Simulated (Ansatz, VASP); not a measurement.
# InGaW (InGaW in the AlB2 type) in two plane-wave programs, part 2 of 2

Wanted: the spread between two codes on one cell, functional and k mesh. The cell is generated by rule, not measured, and may not be a known phase. The cell is taken from a series of runs on this material, whose earlier steps may have relaxed, scaled, displaced or heated it; both programs get it as it stands.

VASP 6.6.1 and Ansatz 0.2.0.

So far: Starting point; Ansatz: relaxation of cell and atoms, LDA, pair 1; VASP: relaxation of cell and atoms, LDA, pair 1.

The structure was built from a prototype and need not be the compound's stable phase.

## (4) Differences

Known differences besides the potentials themselves: the two LDA forms differ slightly; the data sets hold 40 valence electrons in Ansatz (on its PAW soft_1 files) and 32 in VASP; the cutoff is 420 eV in Ansatz and 600 eV in VASP; VASP's log shows a relativistic correction to its local exchange, Ansatz's none; Ansatz adds a Pulay correction to the stress that steers its cell, VASP none. Total energies have different zeros and are not compared.

The two programs side by side:

| quantity | Ansatz | VASP | difference |
| --- | --- | --- | --- |
| volume (Å³) | 49.81 | 49.73 | +0.17 % |
| edge a after relaxation, in the typed setting (Å) | 4.622 | 4.620 | +0.04 % |
| edge c after relaxation, in the typed setting (Å) | 2.692 | 2.690 | +0.09 % |

## (5) Ansatz: relaxation of cell and atoms, LDA, pair 2

The relaxed volume is the usual yardstick between codes: in a stiff, nearly cubic crystal its relative difference is about their pressure difference at one cell divided by the bulk modulus.

The cell is taken from a series of runs on this material, whose earlier steps may have relaxed, scaled, displaced or heated it; both programs get it as it stands.

input.yaml

```yaml
crystal:
  lattice:
    - [4.6140649962, -3.2696e-06, 0.0]
    - [-2.3070296666, 3.9958991362, 0.0]
    - [0.0, 0.0, 2.6993668676]
  atoms:
    - { symbol: W, position: [0.0, 0.0, 0.0] }
    - { symbol: Ga, position: [0.3333333333, 0.6666666667, 0.5] }
    - { symbol: In, position: [0.6666666667, 0.3333333333, 0.5] }
kpoints:
  mp_grid: { grid: [9, 9, 12] }
hamiltonian:
  xc: lda
  pseudopotentials: { kind: paw, azcp: { folder: soft_1 }, xc_functional: pbe }
scf:
  occupations: { method: gaussian, width: 0.1 }
output:
  forces: true
  stress: true
  eigenvalues: true
relax:
  adjacent_minimum: "off"
  f_tol: 0.005
  max_steps: 80
  cell: { stress_tol: 0.05 }
```

The run is started by

```sh
$ ansatz run input.yaml --threads 4 --pin off --max-ram 12288MiB --backend cpu --events-out ev --progress --plain --runs-dir out
```

Numbers of over 12 decimals in the logs are rounded to 6 here.

The program printed:

```text
[...]
Crystal: 3 atoms, lattice volume = 49.769 Å³
Basis set: ecut = 420 eV, 951 PW (Γ)
Bands: 24, of which v1, the nominal top of the filled ones, is band 20 counted from 1 (19 counted from 0)
Symmetry: 12 space group operations
[...]
k-points: 84 of 972 (time reversal used)
[...]
--- Relaxed structure (3 steps of the walk, 3 accepted, 1 SCFs on fresh bases) ---
[...]
cell:  # Å, volume = 49.8384 Å³
    - [4.623538, -3.2762796222439305e-6, 0.0]
    - [-2.311766, 4.004103, 0.0]
    - [0.0, 0.0, 2.692061]
  atoms:
    - { symbol: W, position: [0, 0, 0.0] }
    - { symbol: Ga, position: [0.333333, 0.666667, 0.5] }
    - { symbol: In, position: [0.666667, 0.333333, 0.5] }
[key lines of the parts left out:]
SCF converged after 8 iterations
Free energy (F): -19293.361501 eV
Fermi energy:    16.660813 eV
P = ⅓ Tr σ = -0.0209 GPa (-0.209 kbar)
```

## (6) VASP: relaxation of cell and atoms, LDA, pair 2

The same cell, functional (in two slightly different forms), mesh and smearing now go to VASP, with its own data sets.

INCAR

```
SYSTEM = InGaW
PREC = Accurate
ENCUT = 600
EDIFF = 1E-07
NELM = 120
ISMEAR = 0
SIGMA = 0.1
LREAL = .FALSE.
ALGO = Normal
GGA = CA
NBANDS = 22
LASPH = .TRUE.
LORBIT = 11
LWAVE = .FALSE.
LCHARG = .FALSE.
ISIF = 3
IBRION = 2
NSW = 80
EDIFFG = -0.005
GGA_COMPAT = .FALSE.
NELMIN = 4
KPAR = 2
```

POSCAR

```
InGaW
1.0
    4.6140650000     -0.0000030000      0.0000000000
   -2.3070300000      3.9958990000      0.0000000000
    0.0000000000      0.0000000000      2.6993670000
W Ga In
1 1 1
Direct
    0.0000000000      0.0000000000      0.0000000000
    0.3333334473      0.6666667501      0.4999998148
    0.6666665527      0.3333332499      0.4999998148
```

KPOINTS

```
Automatic mesh
0
Gamma
9 9 12
0 0 0
```

Potentials, in the order of the species: W, Ga_d and In_d (LDA family, release 64).

The run is started by

```sh
$ mpirun -np 2 vasp_std
```

The program printed:

```text
[... set-up lines as in an earlier step ...]
 entering main loop
       N       E                     dE             d eps       ncg     rms          rms(c)
DAV:   1     0.241218815974E+03    0.24122E+03   -0.16728E+04  3800   0.256E+03
DAV:   2     0.569148617002E+01   -0.23553E+03   -0.22676E+03  3830   0.493E+02
DAV:   3    -0.194088107189E+02   -0.25100E+02   -0.24070E+02  4436   0.145E+02
DAV:   4    -0.203146323420E+02   -0.90582E+00   -0.89398E+00  4264   0.279E+01
[...]
DAV:  12    -0.195066015610E+02    0.46256E-06   -0.11546E-05  4492   0.319E-02    0.135E-02
DAV:  13    -0.195066011935E+02    0.36749E-06   -0.12645E-06  5226   0.267E-02    0.175E-03
DAV:  14    -0.195066011665E+02    0.26946E-07   -0.28418E-07  3276   0.786E-03
   1 F= -.19506601E+02 E0= -.19500981E+02  d E =-.195066E+02
[...]
2 F= -.19506893E+02 E0= -.19501462E+02  d E =-.291931E-03
[...]
3 F= -.19507056E+02 E0= -.19501546E+02  d E =-.454613E-03
[...]
4 F= -.19507144E+02 E0= -.19501752E+02  d E =-.884579E-04
[...]
5 F= -.19507166E+02 E0= -.19501737E+02  d E =-.109773E-03
[...]
reached required accuracy - stopping structural energy minimisation
```

Parts of OUTCAR (step 6):

```text
  Total       -0.0010120     -0.0010120      0.0007464      0.0000000      0.0000000      0.0000000
  in kB       -0.0325909     -0.0325909      0.0240383      0.0000000      0.0000000      0.0000000
  external PRESSURE =      -0.0137145 kB  Pullay stress =       0.0000000 kB

 POSITION                                       TOTAL-FORCE (eV/Angst)
 -----------------------------------------------------------------------------------
      0.00000      0.00000      0.00000        -0.000000     -0.000000      0.000000
      0.00000      2.66795      1.34508         0.000000     -0.000000      0.000000
      2.31051      1.33397      1.34508        -0.000000      0.000000      0.000000
 -----------------------------------------------------------------------------------
    total drift:                                0.000006      0.000005      0.000279

  FREE ENERGIE OF THE ION-ELECTRON SYSTEM (eV)
  ---------------------------------------------------
  free  energy   TOTEN  =       -19.5071655523 eV

  energy  without entropy=      -19.4963078987  energy(sigma->0) =      -19.50173673

[... 1 part as in an earlier step ...]

[... 3 further parts left out ...]
[key lines of the parts left out:]
E-fermi :   9.1721
```

## (7) Differences

What differs besides the data sets and the points named for the pairs above, as far as they apply: the data sets hold 40 valence electrons in Ansatz (on its PAW soft_1 files) and 32 in VASP. Total energies have different zeros and are not compared.

Both answers:

```csv
quantity,Ansatz,VASP,difference
volume (Å³),49.84,49.75,+0.18 %
"edge a after relaxation, in the typed setting (Å)",4.623,4.621,+0.05 %
"edge c after relaxation, in the typed setting (Å)",2.692,2.690,+0.07 %
```

## (8) Ansatz: zone-centre phonons, LDA

Second derivatives magnify differences that forces hide, and they need a tight electronic threshold.

The cell is taken from a series of runs on this material, whose earlier steps may have relaxed, scaled, displaced or heated it; both programs get it as it stands.

input.yaml

```yaml
crystal:
  lattice:
    - [4.6221467474, -3.2753e-06, 0.0]
    - [-2.3110705372, 4.0028981409, 0.0]
    - [0.0, 0.0, 2.6921972705]
  atoms:
    - { symbol: W, position: [0.0, 0.0, 0.0] }
    - { symbol: Ga, position: [0.3333333333, 0.6666666667, 0.5] }
    - { symbol: In, position: [0.6666666667, 0.3333333333, 0.5] }
kpoints:
  mp_grid: { grid: [4, 4, 6] }
hamiltonian:
  xc: lda
  pseudopotentials: { kind: paw, azcp: { folder: soft_1 }, xc_functional: pbe }
scf:
  occupations: { method: methfessel_paxton, width: 0.2 }
output:
  eigenvalues: true
phonons:
  method: dfpt
  qmesh: [2, 2, 2]
  temperatures: { t_max: 1000, t_step: 50 }
  qpath:
    path:
      - [[0.0, 0.0, 0.0], [0.5, 0.0, 0.0], [0.33333333, 0.33333333, 0.0], [0.0, 0.0, 0.0], [0.0, 0.0, 0.5], [0.5, 0.0, 0.5], [0.33333333, 0.33333333, 0.5], [0.0, 0.0, 0.5]]
      - [[0.5, 0.0, 0.5], [0.5, 0.0, 0.0]]
      - [[0.33333333, 0.33333333, 0.5], [0.33333333, 0.33333333, 0.0]]
    npoints: 10
```

The run is started by

```sh
$ ansatz run input.yaml --threads 4 --pin off --max-ram 12288MiB --backend cpu --events-out ev --progress --plain --runs-dir out
```

The program printed:

```text
[...]
largest difference from the sums on the solved wave vectors: F 1.48e-1 eV, S 2.18e-4 and C_V 6.94e-5 eV/K
  zero-point energy: 0.066389 eV/cell   skipped modes (ω ≤ 0): 317, of them read as no rigid motion or as one in doubt: 314 (6.958e-1 modes/cell left out, lowest -56.11 cm⁻¹)   left out of the sums: 7.74e-2 of the cell's modes: C_V's classical limit lies that fraction below 3 k_B per atom; for a crystal, a wire or a layer, F and S can be off by more, and a phonons.interpolated_qmesh denser along its periods is the remedy for the sampling
[key lines of the parts left out:]
SCF converged after 11 iterations
Free energy (F): -19293.351896 eV
Fermi energy:    16.716683 eV
```

## (9) VASP: zone-centre phonons, LDA

The same cell, functional (in two slightly different forms), mesh and smearing now go to VASP, with its own data sets.

INCAR

```
SYSTEM = InGaW
PREC = Accurate
ENCUT = 600
EDIFF = 1E-08
NELM = 120
ISMEAR = 1
SIGMA = 0.2
LREAL = .FALSE.
ALGO = Normal
GGA = CA
NBANDS = 22
LASPH = .TRUE.
LORBIT = 11
LWAVE = .FALSE.
LCHARG = .FALSE.
ISIF = 2
IBRION = 8
GGA_COMPAT = .FALSE.
KPAR = 2
```

POSCAR

```
InGaW
1.0
    4.6221467474     -0.0000032753      0.0000000000
   -2.3110705372      4.0028981409      0.0000000000
    0.0000000000      0.0000000000      2.6921972705
W Ga In
1 1 1
Direct
    0.0000000000      0.0000000000      0.0000000000
    0.3333333333      0.6666666667      0.5000000000
    0.6666666667      0.3333333333      0.5000000000
```

KPOINTS

```
Automatic mesh
0
Gamma
4 4 6
0 0 0
```

The run is started by

```sh
$ mpirun -np 2 vasp_std
```

The program printed:

```text
[... set-up lines as in an earlier step ...]
 entering main loop
       N       E                     dE             d eps       ncg     rms          rms(c)
DAV:   1     0.242635866212E+03    0.24264E+03   -0.16582E+04   758   0.256E+03
DAV:   2     0.545208498210E+01   -0.23718E+03   -0.22715E+03   740   0.499E+02
DAV:   3    -0.193868236013E+02   -0.24839E+02   -0.23799E+02   818   0.146E+02
DAV:   4    -0.202734219438E+02   -0.88660E+00   -0.87350E+00   822   0.278E+01
[...]
DAV:  13    -0.195001672269E+02    0.21074E-06   -0.15400E-06  1006   0.173E-02    0.367E-03
DAV:  14    -0.195001671445E+02    0.82349E-07   -0.37598E-07  1100   0.148E-02    0.228E-03
DAV:  15    -0.195001671444E+02    0.98225E-10   -0.32889E-08   706   0.185E-03
   1 F= -.19500167E+02 E0= -.19498263E+02  d E =-.571321E-02
 Linear response reoptimize wavefunctions to high precision
DAV:   1    -0.195001671445E+02   -0.73669E-10   -0.56242E-09   566   0.170E-03
DAV:   2    -0.195001671447E+02   -0.17826E-09   -0.10668E-09   436   0.354E-04
[...]
RMM:  13    -0.245511451819E+00    0.16005E-06    0.18321E-08  3865   0.468E-04    0.360E-04
RMM:  14    -0.245511052878E+00    0.39894E-06    0.46333E-08  3779   0.293E-04    0.440E-05
RMM:  15    -0.245511055936E+00   -0.30583E-08    0.26829E-08  4085   0.188E-04    0.337E-05
 first order change of Fermi-energy   0.96042E-04
 force on displaced ion       3 direction 1 : -10.093   0.000   0.000
 Linear response progress:
  Degree of freedom:   6/  6
       N       E                     dE             d eps       ncg     rms          rms(c)
RMM:   1    -0.218525691413E+00   -0.21853E+00    0.32615E-02  1096   0.505E+00
RMM:   2    -0.223568481557E+00   -0.50428E-02   -0.19134E-02  1374   0.106E+00    0.626E-02
RMM:   3    -0.223617919086E+00   -0.49438E-04   -0.19606E-03  1512   0.357E-01    0.297E-02
RMM:   4    -0.223554214525E+00    0.63705E-04   -0.23435E-04  1555   0.130E-01    0.204E-02
[...]
RMM:  12    -0.223549944440E+00    0.96956E-06   -0.27858E-08  1670   0.480E-04    0.492E-04
RMM:  13    -0.223549158860E+00    0.78558E-06   -0.11271E-08  1696   0.285E-04    0.427E-05
RMM:  14    -0.223549152578E+00    0.62826E-08    0.26881E-09  1719   0.179E-04    0.477E-05
 first order change of Fermi-energy   0.15135E-03
 force on displaced ion       3 direction 3 :   0.000  -0.000  -1.353
 Linear response finished
```

Parts of OUTCAR (step 9):

```text
  Total       -0.5838055     -0.5838055      0.3139170     -0.0000000     -0.0000000      0.0000000
  in kB      -18.7781918    -18.7781918     10.0971870     -0.0000000     -0.0000000      0.0000000
  external PRESSURE =      -9.1530655 kB  Pullay stress =       0.0000000 kB

 POSITION                                       TOTAL-FORCE (eV/Angst)
 -----------------------------------------------------------------------------------
      0.00000      0.00000      0.00000         0.000000      0.000000      0.000000
      0.00000      2.66860      1.34610        -0.000000      0.000000      0.000000
      2.31107      1.33430      1.34610         0.000000     -0.000000      0.000000
 -----------------------------------------------------------------------------------
    total drift:                                0.000000     -0.000000      0.000000

[... 2 further parts left out ...]
```

## (10) Side by side

What differs besides the data sets and the points named for the pairs above, as far as they apply: VASP's run holds the zone centre alone; the data sets hold 40 valence electrons in Ansatz (on its PAW soft_1 files) and 32 in VASP. Total energies have different zeros and are not compared.

Compared:

```csv
quantity,Ansatz,VASP,difference
"optical mode 1 (imaginary, printed as negative) (cm⁻¹)",-52.1,-50.5,-1.5
optical mode 2 (cm⁻¹),71.4,72.2,-1.20 %
optical mode 3 to 4 (cm⁻¹),96.5,96.8,-0.31 %
optical mode 5 to 6 (cm⁻¹),208.7,210.0,-0.61 %
```

Modes are paired by rising frequency, not by their patterns, so a pair may set unlike modes beside each other; they are those without the splitting of longitudinal modes.

## (11) Summary of results

```yaml
difference_in_volume_relaxation_of_cell_and_atoms_lda_pair_1: 0.17 %
difference_in_volume_relaxation_of_cell_and_atoms_lda_pair_2: 0.18 %
r_m_s_difference_of_the_optical_zone_centre_modes_each_program_s_sorted_by_frequency_zone_centre_phonons_lda: 1.0 cm⁻¹
difference_in_optical_mode_2_zone_centre_phonons_lda: -1.2 %
```

In words: The difference in volume is 0.18 % (relaxation of cell and atoms, LDA, pair 2), within the 1.2 % picked in this series as the mark of a large difference, as far as the stopping tolerances let one tell. The data sets hold unlike numbers of valence electrons (40 in Ansatz and 32 in VASP), so part of the differences comes from the potentials. Among the rows given in per cent, the largest difference of the zone-centre phonons, LDA pair is in optical mode 2, -1.2 %. 1 further run of this series is not shown here. Such differences can come from data sets, numerical settings and the points named under the comparisons, not from the functional's error against experiment.

[Lines on the potential files, build, host, timing and source positions are cut from VASP's logs without a mark.]

[Logs are printed without paths, hosts, clocks, repeated set-up lines and the standing remarks that a program may print on its own settings, such as how far it seeks lower states.]

[Hosts, paths, dates, database ids (printed as entryN), source tags and the programs' standing remarks are cut or masked in the printed files.]
